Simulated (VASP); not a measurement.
# YB6 with r2SCAN + rVV10: from relaxation to properties, part 6 of 9

What structure does YB6 take at this level, and what are its properties? The start is a cell from a database of measured crystal structures.

VASP 6.6.1; r2SCAN with rVV10; plane waves and PAW (Y_sv, B).

Still holding for the runs below: This run has no spin polarisation. Its electron count is odd, so without a moment it is a metal by construction.

So far. Step 5 (Band structure (r2SCAN + rVV10)): Of the bands kept, 2 cross the Fermi level on this path. Step 6 (Total and projected DOS (r2SCAN + rVV10)): The finer mesh and the other smearing move the Fermi level by -0.05 eV from the 7×7×7 run, one measure of the sampling error in the zero of the bands above. Of the states within 0.3 eV of the Fermi level, the largest shares in the PAW spheres are Y d 33 % and B p 23 %. The rest lies in smaller channels or between the spheres.

The database entry behind the starting cell differs from later determinations by our own check (about 0.3 % long, ideal inner coordinate), so it need not match the best structure at ambient conditions.

## (7) Zone-centre phonons (r2SCAN + rVV10) (continued)

From OUTCAR (step 7):

```text
   NELECT =      29.0000    total number of electrons

 E-fermi :   6.8261

 k-point     1 :       0.0000    0.0000    0.0000
  band No.  band energies     occupation
    ...
     10      -0.9541      2.00000
     11      -0.9540      2.00000
     12       4.5945      2.00000
     13       4.6222      2.00000
     14       4.6505      2.00000
     15       7.7873     -0.00000
     16       7.8160     -0.00000
     17       7.8373     -0.00000
     18       7.8577     -0.00000
     19       7.8640     -0.00000
    ...

  Total       -0.0029588     -0.0038146     -0.0056062     -0.1851944      0.0000000      0.0000000
  in kB       -0.0694145     -0.0894896     -0.1315209     -4.3446598      0.0000000      0.0000000
  external PRESSURE =      -0.0968083 kB  Pullay stress =       0.0000000 kB

 POSITION                                       TOTAL-FORCE (eV/Angst)
 -----------------------------------------------------------------------------------
      0.00000      0.00000      0.00000        -0.000076     -0.009741      0.000000
      0.81274      2.02876      2.04376        -0.021703      0.205376      0.000000
      2.04376      0.81274      2.04376         0.028162     -0.097254      0.000000
      3.27479      2.04376      2.04376         0.017680     -0.041380      0.000000
      2.04376      3.27479      2.04376        -0.023692     -0.061086      0.000000
      2.04376      2.04376      0.81274        -0.000186      0.002043     -0.016047
      2.04376      2.04376      3.27479        -0.000186      0.002043      0.016047
 -----------------------------------------------------------------------------------
    total drift:                               -0.000029     -0.000317     -0.000000

  FREE ENERGIE OF THE ION-ELECTRON SYSTEM (eV)
  ---------------------------------------------------
  free  energy   TOTEN  =       -67.2212913110 eV

  energy  without entropy=      -67.2098311910  energy(sigma->0) =      -67.21747127

 Eigenvectors and eigenvalues of the dynamical matrix
 ----------------------------------------------------

   1 f  =   40.685768 THz   255.636218 2PiTHz 1357.131131 cm-1   168.262740 meV
             X         Y         Z           dx          dy          dz
      0.000000  0.000000  0.000000     0.000000   -0.000000    0.000000
      0.812742  2.043765  2.043765    -0.408248    0.000000   -0.000000
      2.043765  0.812742  2.043765    -0.000000   -0.408248   -0.000000
      3.274787  2.043765  2.043765     0.408248   -0.000000   -0.000000
      2.043765  3.274787  2.043765     0.000000    0.408248   -0.000000
      2.043765  2.043765  0.812742    -0.000000   -0.000000   -0.408248
      2.043765  2.043765  3.274787    -0.000000    0.000000    0.408248

   2 f  =   35.625451 THz   223.841308 2PiTHz 1188.337119 cm-1   147.334959 meV
             X         Y         Z           dx          dy          dz
      0.000000  0.000000  0.000000     0.000000    0.000000   -0.000000
      0.812742  2.043765  2.043765    -0.500000    0.000000   -0.000000
      2.043765  0.812742  2.043765    -0.000000    0.500000   -0.000000
      3.274787  2.043765  2.043765     0.500000    0.000000    0.000000
      2.043765  3.274787  2.043765     0.000000   -0.500000    0.000000
      2.043765  2.043765  0.812742    -0.000000   -0.000000   -0.000000
      2.043765  2.043765  3.274787    -0.000000   -0.000000    0.000000

   3 f  =   35.625451 THz   223.841308 2PiTHz 1188.337119 cm-1   147.334959 meV
             X         Y         Z           dx          dy          dz
      0.000000  0.000000  0.000000     0.000000   -0.000000    0.000000
      0.812742  2.043765  2.043765    -0.288675    0.000000   -0.000000
      2.043765  0.812742  2.043765    -0.000000   -0.288675   -0.000000
      3.274787  2.043765  2.043765     0.288675   -0.000000   -0.000000
      2.043765  3.274787  2.043765    -0.000000    0.288675   -0.000000
      2.043765  2.043765  0.812742    -0.000000   -0.000000    0.577350
[...]
7 f  =   21.214199 THz   133.292746 2PiTHz  707.629523 cm-1    87.734840 meV
             X         Y         Z           dx          dy          dz
      0.000000  0.000000  0.000000     0.000000    0.000000    0.000000
      0.812742  2.043765  2.043765     0.000000    0.025810    0.052954
      2.043765  0.812742  2.043765     0.025810    0.000000   -0.496518
      3.274787  2.043765  2.043765    -0.000000   -0.025810   -0.052954
      2.043765  3.274787  2.043765    -0.025810    0.000000    0.496518
      2.043765  2.043765  0.812742     0.052954   -0.496518   -0.000000
      2.043765  2.043765  3.274787    -0.052954    0.496518   -0.000000

   8 f  =   21.214199 THz   133.292746 2PiTHz  707.629523 cm-1    87.734840 meV
             X         Y         Z           dx          dy          dz
      0.000000  0.000000  0.000000     0.000000   -0.000000    0.000000
      0.812742  2.043765  2.043765    -0.000000   -0.494416    0.072313
      2.043765  0.812742  2.043765    -0.494416    0.000000   -0.017988
      3.274787  2.043765  2.043765    -0.000000    0.494416   -0.072313
      2.043765  3.274787  2.043765     0.494416    0.000000    0.017988
      2.043765  2.043765  0.812742     0.072313   -0.017988    0.000000
      2.043765  2.043765  3.274787    -0.072313    0.017988    0.000000

   9 f  =   21.214199 THz   133.292746 2PiTHz  707.629523 cm-1    87.734840 meV
             X         Y         Z           dx          dy          dz
      0.000000  0.000000  0.000000    -0.000000   -0.000000    0.000000
      0.812742  2.043765  2.043765     0.000000   -0.069905   -0.491901
      2.043765  0.812742  2.043765    -0.069905   -0.000000   -0.056095
      3.274787  2.043765  2.043765     0.000000    0.069905    0.491901
      2.043765  3.274787  2.043765     0.069905    0.000000    0.056095
      2.043765  2.043765  0.812742    -0.491901   -0.056095   -0.000000
      2.043765  2.043765  3.274787     0.491901    0.056095   -0.000000

  10 f  =   17.138936 THz   107.687113 2PiTHz  571.693378 cm-1    70.880913 meV
             X         Y         Z           dx          dy          dz
      0.000000  0.000000  0.000000     0.000000    0.000000   -0.000000
      0.812742  2.043765  2.043765    -0.000000   -0.451750    0.199180
      2.043765  0.812742  2.043765     0.451750    0.000000   -0.079053
      3.274787  2.043765  2.043765     0.000000    0.451750   -0.199180
      2.043765  3.274787  2.043765    -0.451750    0.000000    0.079053
      2.043765  2.043765  0.812742    -0.199180    0.079053    0.000000
      2.043765  2.043765  3.274787     0.199180   -0.079053    0.000000

  11 f  =   17.138936 THz   107.687113 2PiTHz  571.693378 cm-1    70.880913 meV
             X         Y         Z           dx          dy          dz
      0.000000  0.000000  0.000000     0.000000    0.000000    0.000000
      0.812742  2.043765  2.043765    -0.000000   -0.214289   -0.421189
      2.043765  0.812742  2.043765     0.214289    0.000000    0.163339
      3.274787  2.043765  2.043765    -0.000000    0.214289    0.421189
      2.043765  3.274787  2.043765    -0.214289   -0.000000   -0.163339
      2.043765  2.043765  0.812742     0.421189   -0.163339    0.000000
      2.043765  2.043765  3.274787    -0.421189    0.163339   -0.000000

  12 f  =   17.138936 THz   107.687113 2PiTHz  571.693378 cm-1    70.880913 meV
             X         Y         Z           dx          dy          dz
      0.000000  0.000000  0.000000    -0.000000   -0.000000   -0.000000
      0.812742  2.043765  2.043765    -0.000000    0.001525   -0.181457
      2.043765  0.812742  2.043765    -0.001525   -0.000000   -0.465909
      3.274787  2.043765  2.043765    -0.000000   -0.001525    0.181457
    [... 90 further lines ...]
      2.043765  3.274787  2.043765    -0.005921   -0.008045   -0.261827
      2.043765  2.043765  0.812742    -0.005921   -0.008054   -0.261539
      2.043765  2.043765  3.274787    -0.005921   -0.008054   -0.261539

 ELASTIC MODULI CONTR FROM IONIC RELAXATION (kBar)
 Direction    XX          YY          ZZ          XY          YZ          ZX
 --------------------------------------------------------------------------------
 XX         -29.7408    -28.1196    -28.1196      0.0000     -0.0000     -0.0000
 YY         -28.1196    -29.7408    -28.1196      0.0000     -0.0000      0.0000
 ZZ         -28.1196    -28.1196    -29.7408      0.0000     -0.0000     -0.0000
 XY           0.0000      0.0000      0.0000   -718.4936      0.0000      0.0000
 YZ          -0.0000     -0.0000     -0.0000      0.0000   -718.4936      0.0000
 ZX           0.0000      0.0000      0.0000      0.0000      0.0000   -718.4936
 --------------------------------------------------------------------------------

[... 8 parts as in an earlier step ...]

[... 9 further parts left out ...]
```

The last energy, forces, stress and levels in OUTCAR belong to the last displaced cell, not to the cell of POSCAR.

Numbers from this step:

```
bands                     : 21
irreducible k-points      : 20
pressure of the cell      : -0.01403 GPa
largest force of the cell : 0.01633 eV/Å
```

The modes at Γ (shares of kinetic energy by element, %):

```csv
mode,frequency (cm⁻¹),symmetry,Y %,B %
1,-1.3,acoustic,59,41
2,-1.3,acoustic,59,41
3,-1.3,acoustic,59,41
4,120.1,T1u,41,59
5,120.1,T1u,41,59
6,120.1,T1u,41,59
7,517.8,T2u,0,100
8,517.8,T2u,0,100
9,517.8,T2u,0,100
10,571.7,T1g,0,100
11,571.7,T1g,0,100
12,571.7,T1g,0,100
13,707.6,T2g,0,100
14,707.6,T2g,0,100
15,707.6,T2g,0,100
16,893.5,T1u,0,100
17,893.5,T1u,0,100
18,893.5,T1u,0,100
19,1188.3,Eg,0,100
20,1188.3,Eg,0,100
21,1357.1,A1g,0,100
```

Displacements in mode 5 (120.1 cm⁻¹), the largest set to 1:
```
Y1  -0.69  0.37  0.30
B2   1.00 -0.51 -0.41
B3   0.95 -0.53 -0.41
B4   1.00 -0.51 -0.41
B5   0.95 -0.53 -0.41
B6   0.95 -0.51 -0.44
B7   0.95 -0.51 -0.44
```

Displacements in mode 16 (893.5 cm⁻¹), the largest set to 1:
```
Y1  -0.01  0.00  0.00
B2  -1.00  0.13 -0.05
B3   0.51 -0.25 -0.05
B4  -1.00  0.13 -0.05
B5   0.51 -0.25 -0.05
B6   0.51  0.13  0.10
B7   0.51  0.13  0.10
```

The three acoustic modes lie within 1.3 cm⁻¹ of zero, and all others are real. By the characters of their eigenvectors the optical modes sort into (cm⁻¹) Raman active: T2g 708, Eg 1188, A1g 1357; infrared active: T1u 120, T1u 893; silent: T2u 518, T1g 572. With a centre of inversion no mode is active in both.

## (8) Volume scan with r2SCAN + rVV10

An equation of state needs energies on both sides of the minimum, all on one mesh and cutoff.

File INCAR:

```
SYSTEM = YB6
PREC = Accurate
ENCUT = 420
EDIFF = 1E-06
NELM = 100
ISMEAR = 0
SIGMA = 0.05
LREAL = .FALSE.
ALGO = Normal
METAGGA = R2SCAN
LUSE_VDW = .TRUE.
IVDW_NL = 2
BPARAM = 11.95
CPARAM = 0.0093
LASPH = .TRUE.
NBANDS = 21
LORBIT = 11
LWAVE = .FALSE.
LCHARG = .FALSE.
KPAR = 4
ISIF = 2
```

File POSCAR:

```
YB6
1.0
    4.0040869598      0.0000000000      0.0000000000
    0.0000000000      4.0040869598      0.0000000000
    0.0000000000      0.0000000000      4.0040869598
Y B
1 6
Direct
    0.0000000000      0.0000000000      0.0000000000
    0.1988345400      0.5000000000      0.5000000000
    0.5000000000      0.1988345400      0.5000000000
    0.8011654600      0.5000000000      0.5000000000
    0.5000000000      0.8011654600      0.5000000000
    0.5000000000      0.5000000000      0.1988345400
    0.5000000000      0.5000000000      0.8011654600
```

File KPOINTS:

```
Automatic mesh
0
Gamma
7 7 7
0 0 0
```

The projector-augmented-wave data sets are Y_sv and B (PBE family, release 64).

On the command line:

```sh
> mpirun -np 4 vasp_std
```

Output:

```text
[... set-up lines as in an earlier step ...]
 entering main loop
       N       E                     dE             d eps       ncg     rms          rms(c)
Total rVV10 correction in eV:      0.2789050    29.9215336
Total rVV10 correction in eV:      0.2789050    29.9215336
Total rVV10 correction in eV:      0.2789050    29.9215336
Total rVV10 correction in eV:      0.2789050    29.9215336
DAV:   1     0.553644583739E+02    0.55364E+02   -0.12885E+04   840   0.113E+03
DAV:   2    -0.763421205400E+02   -0.13171E+03   -0.12656E+03  1099   0.250E+02
DAV:   3    -0.806190887630E+02   -0.42770E+01   -0.42433E+01  1219   0.392E+01
DAV:   4    -0.807210785839E+02   -0.10199E+00   -0.10170E+00  1217   0.499E+00
DAV:   5    -0.807221462444E+02   -0.10677E-02   -0.10673E-02  1130   0.503E-01    0.173E+01
Total rVV10 correction in eV:      0.3098345    29.9215334
Total rVV10 correction in eV:      0.3098345    29.9215334
Total rVV10 correction in eV:      0.3098345    29.9215334
Total rVV10 correction in eV:      0.3098345    29.9215334
DAV:   6    -0.679607317686E+02    0.12761E+02   -0.11359E+01  1094   0.234E+01    0.140E+01
Total rVV10 correction in eV:      0.3366920    29.9215335
Total rVV10 correction in eV:      0.3366920    29.9215335
Total rVV10 correction in eV:      0.3366920    29.9215335
Total rVV10 correction in eV:      0.3366920    29.9215335
DAV:   7    -0.670609426582E+02    0.89979E+00   -0.70357E+00  1164   0.140E+01    0.117E+01
Total rVV10 correction in eV:      0.3326780    29.9215335
Total rVV10 correction in eV:      0.3326780    29.9215335
Total rVV10 correction in eV:      0.3326780    29.9215335
Total rVV10 correction in eV:      0.3326780    29.9215335
DAV:   8    -0.672773024852E+02   -0.21636E+00   -0.20830E+00  1037   0.773E+00    0.170E+00
Total rVV10 correction in eV:      0.3428511    29.9215335
Total rVV10 correction in eV:      0.3428511    29.9215335
Total rVV10 correction in eV:      0.3428511    29.9215335
Total rVV10 correction in eV:      0.3428511    29.9215335
DAV:   9    -0.670619878826E+02    0.21531E+00   -0.80830E-01  1012   0.472E+00    0.351E-01
Total rVV10 correction in eV:      0.3414044    29.9215335
Total rVV10 correction in eV:      0.3414044    29.9215335
Total rVV10 correction in eV:      0.3414044    29.9215335
Total rVV10 correction in eV:      0.3414044    29.9215335
DAV:  10    -0.670628938700E+02   -0.90599E-03   -0.45097E-02  1035   0.126E+00    0.746E-01
Total rVV10 correction in eV:      0.3412828    29.9215335
Total rVV10 correction in eV:      0.3412828    29.9215335
Total rVV10 correction in eV:      0.3412828    29.9215335
Total rVV10 correction in eV:      0.3412828    29.9215335
DAV:  11    -0.670630498206E+02   -0.15595E-03   -0.17007E-03  1132   0.238E-01    0.270E-01
Total rVV10 correction in eV:      0.3413098    29.9215335
Total rVV10 correction in eV:      0.3413098    29.9215335
Total rVV10 correction in eV:      0.3413098    29.9215335
Total rVV10 correction in eV:      0.3413098    29.9215335
DAV:  12    -0.670629772803E+02    0.72540E-04   -0.49713E-04  1107   0.129E-01    0.407E-02
Total rVV10 correction in eV:      0.3413382    29.9215335
Total rVV10 correction in eV:      0.3413382    29.9215335
Total rVV10 correction in eV:      0.3413382    29.9215335
Total rVV10 correction in eV:      0.3413382    29.9215335
DAV:  13    -0.670629749457E+02    0.23345E-05   -0.53704E-05  1121   0.478E-02    0.754E-03
Total rVV10 correction in eV:      0.3413515    29.9215335
Total rVV10 correction in eV:      0.3413515    29.9215335
Total rVV10 correction in eV:      0.3413515    29.9215335
Total rVV10 correction in eV:      0.3413515    29.9215335
DAV:  14    -0.670629742400E+02    0.70574E-06   -0.14887E-06   865   0.783E-03
Total rVV10 correction in eV:      0.3413605    29.9215335
Total rVV10 correction in eV:      0.3413605    29.9215335
Total rVV10 correction in eV:      0.3413605    29.9215335
Total rVV10 correction in eV:      0.3413605    29.9215335
Total rVV10 correction in eV:      0.3413605    29.9215335
Total rVV10 correction in eV:      0.3413605    29.9215335
Total rVV10 correction in eV:      0.3413605    29.9215335
Total rVV10 correction in eV:      0.3413605    29.9215335
   1 F= -.67062974E+02 E0= -.67060319E+02  d E =-.531082E-02
```

Run time: 87 s. Hardware: 4 MPI ranks of AMD EPYC 7R43, shared host; peak memory 0.9 GiB; 5.7 min of CPU time.

Parts of OUTCAR (step 8):

```text
   ENCUT  =  420.0 eV  30.87 Ry    5.56 a.u.   6.69  6.69  6.69*2*pi/ulx,y,z

   NELECT =      29.0000    total number of electrons

 E-fermi :   7.3129

 k-point     1 :       0.0000    0.0000    0.0000
  band No.  band energies     occupation
    ...
     10      -0.6307      2.00000
     11      -0.6307      2.00000
     12       4.9990      2.00000
     13       4.9990      2.00000
     14       4.9990      2.00000
     15       8.2962      0.00000
     16       8.2962      0.00000
     17       8.2962      0.00000
     18       8.4479      0.00000
     19       8.4479      0.00000
    ...

  Total        5.0664608      5.0664608      5.0664608      0.0000000      0.0000000     -0.0000000
  in kB      126.4459046    126.4459046    126.4459046      0.0000000      0.0000000     -0.0000000
  external PRESSURE =     126.4459046 kB  Pullay stress =       0.0000000 kB

 POSITION                                       TOTAL-FORCE (eV/Angst)
 -----------------------------------------------------------------------------------
      0.00000      0.00000      0.00000         0.000000      0.000000      0.000000
      0.79615      2.00204      2.00204        -0.256437     -0.000000     -0.000000
      2.00204      0.79615      2.00204         0.000000     -0.256437     -0.000000
      3.20794      2.00204      2.00204         0.256437      0.000000      0.000000
      2.00204      3.20794      2.00204         0.000000      0.256437      0.000000
      2.00204      2.00204      0.79615         0.000000     -0.000000     -0.256437
      2.00204      2.00204      3.20794         0.000000      0.000000      0.256437
 -----------------------------------------------------------------------------------
    total drift:                                0.000000      0.000000      0.000000

  FREE ENERGIE OF THE ION-ELECTRON SYSTEM (eV)
  ---------------------------------------------------
  free  energy   TOTEN  =       -67.0629742400 eV

  energy  without entropy=      -67.0576634152  energy(sigma->0) =      -67.06031883

[... 4 parts as in an earlier step ...]

[... 12 further parts left out ...]
```

The scan keeps the cell's shape and the fractional positions fixed.

Numbers from this step:

```
SCF cycles              : 14
free energy (TOTEN)     : -67.0630 eV
energy at zero smearing : -67.0603 eV
Fermi energy            : 7.313 eV
pressure                : 12.64 GPa
```

Force by atom:

```csv
atom,x (eV/Å),y (eV/Å),z (eV/Å),size
Y1,0.000,0.000,0.000,0.000
B2,-0.256,0.000,0.000,0.256
B3,0.000,-0.256,0.000,0.256
B4,0.256,0.000,0.000,0.256
B5,0.000,0.256,0.000,0.256
B6,0.000,0.000,-0.256,0.256
B7,0.000,0.000,0.256,0.256
```

The pressure here is 12.64 GPa.

(Continued in part 7 of 9.)

[Lines on the potential files, build, host, timing and source positions are cut from VASP's logs without a mark.]

[Logs are printed without paths, hosts, clocks, repeated set-up lines and the standing remarks that a program may print on its own settings, such as how far it seeks lower states.]

[Hosts, paths, dates, database ids (printed as entryN), source tags and the programs' standing remarks are cut or masked in the printed files.]

[A measured line is paired with the nearest computed mode of its activity, which favours agreement.]
